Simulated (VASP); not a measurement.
# La3Zr (Pm-3m) in VASP: equation of state

Aim: energy against volume of La3Zr in PBE, for its equilibrium volume and stiffness.

All numbers are computed with VASP 6.6.1; they aren't measurements. Logs are shortened: lines on timing, memory, paths and dates and some standing lists are left out, and cuts for length are marked.

## 1. The structure

Symmetry: Pm-3m, No. 221, cubic system. The conventional cell has a = 5.073 Å, b = 5.073 Å, c = 5.073 Å, α = 90.00°, β = 90.00°, γ = 90.00°. Around La (site symmetry 4/mmm) lie 8 La at 3.59 Å and 4 Zr at 3.59 Å. Around Zr (site symmetry m-3m) lie 12 La at 3.59 Å.

The cell comes from a database or a generator and needn't be the stable form of this composition.

## 2. Equation of state, PBE, 30.67 Å³/atom (volume scaled by 0.94)

INCAR reads:

```
PREC     = Accurate       # precision mode
ENCUT    = 520            # plane-wave cutoff, eV
EDIFF    = 1E-7           # SCF threshold, eV
ISMEAR   = -1             # smearing method
SIGMA    = 0.05           # smearing width, eV
LREAL    = F              # projectors in reciprocal space
LASPH    = T              # aspherical terms in the spheres
NELM     = 60             # most SCF steps
ALGO     = Normal         # electronic algorithm
ISIF     = 2              # what is computed and relaxed
LWAVE    = F              # write WAVECAR
LCHARG   = F              # write CHGCAR
GGA      = PE             # functional
NBANDS   = 30             # bands
```

KPOINTS reads:

```
Automatic mesh
0
Gamma
  5 5 5
```

POSCAR reads:

```
La3Zr
1.0
    4.9691207298      0.0000000000      0.0000000000
    0.0000000000      4.9691207298      0.0000000000
    0.0000000000      0.0000000000      4.9691207298
La Zr
3 1
Direct
    0.5000000000      0.5000000000      0.0000000000
    0.5000000000      0.0000000000      0.5000000000
    0.0000000000      0.5000000000      0.5000000000
    0.0000000000      0.0000000000      0.0000000000
```

Potentials or basis: VASP PAW PBE potentials, release 64 (La, Zr_sv).

Started as:

```
$ cat potpaw_PBE.64/La/POTCAR potpaw_PBE.64/Zr_sv/POTCAR > POTCAR
$ mpirun -np 1 vasp_std > vasp.out
```

OUTCAR:

```text
PREC = Accurate
   ENCUT = 520
   EDIFF = 1E-7
   ISMEAR = -1
   LREAL = F
   LASPH = T
   NELM = 60
   ISIF = 2
   GGA = PE

 Found     10 irreducible k-points:

 Following reciprocal coordinates:
            Coordinates               Weight
  0.000000  0.000000  0.000000      1.000000
  0.200000  0.000000  0.000000      6.000000
  0.400000  0.000000  0.000000      6.000000
  0.200000  0.200000  0.000000     12.000000
  0.400000  0.200000  0.000000     24.000000
  0.400000  0.400000  0.000000     12.000000
   k-points           NKPTS =     10   k-points in BZ     NKDIM =     10   number of bands    NBANDS=     30
   number of dos      NEDOS =    301   number of ions     NIONS =      4
   total plane-waves  NPLWV =  64000
   dimension x,y,z NGX =    40 NGY =   40 NGZ =   40
   dimension x,y,z NGXF=    80 NGYF=   80 NGZF=   80
   ions per type =               3   1
   NGX,Y,Z   is equivalent  to a cutoff of  13.38, 13.38, 13.38 a.u.
   NGXF,Y,Z  is equivalent  to a cutoff of  26.76, 26.76, 26.76 a.u.
 SYSTEM =  unknown system
   PREC   = accura    normal or accurate (medium, high low for compatibility)
   ISTART =      0    job   : 0-new  1-cont  2-samecut
   ICHARG =      2    charge: 1-file 2-atom 10-const
   ISPIN  =      1    spin polarized calculation?
   LNONCOLLINEAR =      F non collinear calculations
   LSORBIT =      F    spin-orbit coupling
   LASPH  =      T    aspherical Exc in radial PAW
   ENCUT  =  520.0 eV  38.22 Ry    6.18 a.u.   9.24  9.24  9.24*2*pi/ulx,y,z
   NELM   =     60;   NELMIN=  2; NELMDL= -5     # of ELM steps
   EDIFF  = 0.1E-06   stopping-criterion for ELM
   LREAL  =      F    real-space projection
   EDIFFG = 0.1E-05   stopping-criterion for IOM
   NSW    =      0    number of steps for IOM
   IBRION =     -1    ionic relax: 0-MD 1-quasi-New 2-CG
   NFREE  =      0    steps in history (QN), initial steepest desc. (CG)
   ISIF   =      2    stress and relaxation
   ISYM   =      2    0-nonsym 1-usesym 2-fastsym
   POTIM  = 0.5000    time-step for ionic-motion
   TEBEG  =    0.0;   TEEND  =   0.0 temperature during run
   PSTRESS=    0.0 pullay stress
   NELECT =      45.0000    total number of electrons
   NUPDOWN=      -1.0000    fix difference up-down
   EMIN   =  10.00;   EMAX   =-10.00  energy-range for DOS
   EFERMI =   0.00;   METHOD = LEGACY
   ISMEAR =    -1;   SIGMA  =   0.05  broadening in eV -4-tet -1-fermi 0-gaus
   EFERMI_NEDOS =   21; number of points for ismear=-14 and -15
   IALGO  =     38    algorithm
   IMIX   =      4    mixing-type and parameters
     AMIX     =   0.40;   BMIX     =  1.00
     AMIX_MAG =   1.60;   BMIX_MAG =  1.00
  volume/ion in A,a.u.               =      30.67       207.00
  Fermi-wavevector in a.u.,A,eV,Ry     =   1.171834  2.214445 18.683453  1.373195
  Thomas-Fermi vector in A             =   2.308272
   LORBIT       =      0    0 simple, 1 ext, 2 COOP (PROOUT), +10 PAW based schemes
   GGA     = PE    functional components
   LHFCALC =     F    Hartree Fock is set to
   AEXX    =    0.0000 exact exchange contribution
   IVDW    =     0    specifies the selected vdW correction
   LEPSILON=     F    determine dielectric tensor
   LRPA    =     F    only Hartree local field effects (RPA)
 non-spin polarized calculation
  energy-cutoff  :      520.00
  volume of cell :      122.70
 maximum number of plane-waves:      3322
 NGX is ok and might be reduce to    40
   NGX = 19   NGY = 19   NGZ = 19

 number of electron      44.9999996 magnetization

 Free energy of the ion-electron system (eV)
  ---------------------------------------------------
  ext. energy  EPLUGINS =         0.00000000
  ---------------------------------------------------
  free energy    TOTEN  =       -22.53833827 eV

  energy without entropy =      -22.48797067  energy(sigma->0) =      -22.51315447

 E-fermi :   8.8955     XC(G=0): -10.2446

 val. band max:        8.8089082296   @ k =   0.4000   0.2000   0.2000
 cond. band min:       8.9009672056   @ k =   0.4000   0.4000   0.0000
 fundamental gap:      0.0920589761
 Fermi energy:         8.8954673234

 k-point     1 :       0.0000    0.0000    0.0000
  band No.  band energies     occupation
      1     -40.0891      2.00000
      2     -23.6145      2.00000
      3     -23.2095      2.00000
      4     -23.2095      2.00000
      5     -18.1182      2.00000
      6     -18.1182      2.00000
      7     -18.1182      2.00000
      8      -8.0208      2.00000
      9      -8.0208      2.00000
     10      -8.0208      2.00000
     11      -7.0020      2.00000
     12      -7.0020      2.00000
     13      -7.0020      2.00000
     14      -6.4951      2.00000
     15      -6.4951      2.00000
     16      -6.4951      2.00000
     17       5.2104      2.00000
     18       6.3340      2.00000
     19       6.7282      2.00000
     20       6.7282      2.00000
     21       7.1902      2.00000
     22       7.1902      2.00000
     23       7.1902      2.00000
     24      10.2778      0.00000
     25      10.2778      0.00000
     26      10.2778      0.00000
     27      10.6750      0.00000
     28      10.9875      0.00000
     29      10.9875      0.00000
     30      10.9875      0.00000

 k-point     2 :       0.2000    0.0000    0.0000
  band No.  band energies     occupation
      1     -40.0891      2.00000
      2     -23.5824      2.00000
      3     -23.2449      2.00000
      4     -23.2088      2.00000
      5     -18.1176      2.00000
      6     -18.1176      2.00000
      7     -18.1158      2.00000
      8      -7.9508      2.00000
      9      -7.9508      2.00000
     10      -7.9093      2.00000
     11      -7.0429      2.00000
     12      -7.0429      2.00000
     13      -7.0272      2.00000
     14      -6.6844      2.00000
     15      -6.5566      2.00000
     16      -6.5566      2.00000
     17       5.6320      2.00000
     18       6.7241      2.00000
     19       6.9681      2.00000
     20       7.0989      2.00000
     21       7.3636      2.00000
     22       7.5597      2.00000
     23       7.5597      2.00000
     24       9.5848      0.00000
     25      10.4382      0.00000
     26      10.4382      0.00000
     27      10.6558      0.00000
     28      10.8320      0.00000
     29      10.8320      0.00000
     30      10.9766      0.00000

 k-point     3 :       0.4000    0.0000    0.0000
  band No.  band energies     occupation
      1     -40.0890      2.00000
      2     -23.5074      2.00000
      3     -23.3255      2.00000
      4     -23.2077      2.00000
      5     -18.1167      2.00000
      6     -18.1167      2.00000
      7     -18.1120      2.00000
      8      -7.8038      2.00000
      9      -7.8038      2.00000
     10      -7.5908      2.00000
     11      -7.1521      2.00000
     12      -7.1521      2.00000
     13      -7.1245      2.00000
     14      -7.0675      2.00000
     15      -6.6462      2.00000
     16      -6.6462      2.00000
     17       6.6305      2.00000
     18       7.2986      2.00000
     19       7.6306      2.00000
     20       7.8581      2.00000
     21       7.8828      2.00000
     22       8.5623      1.99745
     23       8.5623      1.99745
     24       8.6802      1.97338
     25       9.7871      0.00000
     26       9.8953      0.00000
     27       9.8953      0.00000
     28      10.4674      0.00000
     29      10.8021      0.00000
     30      10.8060      0.00000

 k-point     4 :       0.2000    0.2000    0.0000
  band No.  band energies     occupation
      1     -40.0890      2.00000
      2     -23.5523      2.00000
      3     -23.2577      2.00000
      4     -23.2277      2.00000
      5     -18.1177      2.00000
      6     -18.1170      2.00000
      7     -18.1145      2.00000
      8      -8.0197      2.00000
      9      -7.8765      2.00000
     10      -7.6915      2.00000
     11      -7.2453      2.00000
     12      -7.0703      2.00000
     13      -6.9127      2.00000
     14      -6.8726      2.00000
     15      -6.6353      2.00000
     16      -6.5132      2.00000
     17       6.0005      2.00000
     18       7.0366      2.00000
     19       7.2803      2.00000
     20       7.2881      2.00000
     21       7.6603      2.00000
     22       7.7515      2.00000
     23       8.0060      2.00000
     24       9.4145      0.00006
     25      10.1014      0.00000
     26      10.4181      0.00000
     27      10.4558      0.00000
     28      10.6510      0.00000
     29      10.7436      0.00000
     30      10.9713      0.00000

 k-point     5 :       0.4000    0.2000    0.0000
  band No.  band energies     occupation
      1     -40.0890      2.00000
      2     -23.4806      2.00000
      3     -23.3258      2.00000
      4     -23.2338      2.00000
      5     -18.1169      2.00000
      6     -18.1161      2.00000
      7     -18.1134      2.00000
      8      -7.9249      2.00000
      9      -7.7156      2.00000
     10      -7.5751      2.00000
     11      -7.3696      2.00000
     12      -7.1582      2.00000
     13      -7.1187      2.00000
     14      -6.8013      2.00000
     15      -6.7592      2.00000
     16      -6.5999      2.00000
     17       6.9003      2.00000
     18       7.6564      2.00000
     19       7.8041      2.00000
     20       8.0604      2.00000
     21       8.0801      2.00000
     22       8.5897      1.99560
     23       8.7038      1.95768
     24       8.9135      0.82149
     25       9.2754      0.00100
     26       9.8427      0.00000
     27       9.8851      0.00000
     28      10.1832      0.00000
     29      10.5639      0.00000
     30      10.7295      0.00000

 k-point     6 :       0.4000    0.4000    0.0000
  band No.  band energies     occupation
      1     -40.0889      2.00000
      2     -23.4141      2.00000
      3     -23.3338      2.00000
      4     -23.2918      2.00000
      5     -18.1172      2.00000
      6     -18.1160      2.00000
      7     -18.1152      2.00000
      8      -7.9904      2.00000
      9      -7.8301      2.00000
     10      -7.4972      2.00000
     11      -7.2599      2.00000
     12      -7.1772      2.00000
     13      -7.1743      2.00000
     14      -7.0083      2.00000
     15      -6.6225      2.00000
     16      -6.5200      2.00000
     17       7.4544      2.00000
     18       8.1880      2.00000
     19       8.4079      1.99988
     20       8.4114      1.99988
     21       8.5174      1.99896
     22       8.7619      1.87067
     23       8.9010      0.94506
     24       9.1588      0.01027
     25       9.2141      0.00341
     26       9.2148      0.00336
     27       9.6695      0.00000
     28       9.7078      0.00000
     29      10.3537      0.00000
     30      10.6899      0.00000

 [... further k-points ...]

------------------------ aborting loop because EDIFF is reached ----------------------------------------

  FORCE on cell =-STRESS in cart. coord.  units (eV):
  Direction    XX          YY          ZZ          XY          YZ          ZX
  --------------------------------------------------------------------------------------
  -------------------------------------------------------------------------------------
  Total        1.8101525      1.8101525      1.8101525      0.0000000     -0.0000000      0.0000000
  in kB       23.6367146     23.6367146     23.6367146      0.0000000     -0.0000000      0.0000000
  external PRESSURE =      23.6367146 kB  Pullay stress =       0.0000000 kB

 VOLUME and BASIS-vectors are now :
 -----------------------------------------------------------------------------
  energy-cutoff  :      520.00
  volume of cell :      122.70
      direct lattice vectors                 reciprocal lattice vectors
     4.969120730  0.000000000  0.000000000     0.201242846  0.000000000  0.000000000
     0.000000000  4.969120730  0.000000000     0.000000000  0.201242846  0.000000000
     0.000000000  0.000000000  4.969120730     0.000000000  0.000000000  0.201242846

 POSITION                                       TOTAL-FORCE (eV/Angst)
 -----------------------------------------------------------------------------------
      2.48456      2.48456      0.00000         0.000000      0.000000      0.000000
      2.48456      0.00000      2.48456         0.000000      0.000000      0.000000
      0.00000      2.48456      2.48456         0.000000      0.000000      0.000000
      0.00000      0.00000      0.00000         0.000000      0.000000      0.000000
 -----------------------------------------------------------------------------------
    total drift:                                0.000000     -0.000000     -0.000000

  FREE ENERGIE OF THE ION-ELECTRON SYSTEM (eV)
  ---------------------------------------------------
  free  energy   TOTEN  =       -22.5383382694 eV

  energy  without entropy=      -22.4879706689  energy(sigma->0) =      -22.51315447
```

Run time: 75 s. Hardware: 1 thread of Intel Xeon Platinum 8488C (Sapphire Rapids), shared host; peak memory 0.25 GiB.

Results:

```
Free energy            : -22.5383 eV
Pressure               : 2.4 GPa
Band gap on the k mesh : none (metal or under the smearing width)
```

(Continued in part 2 of 2.)
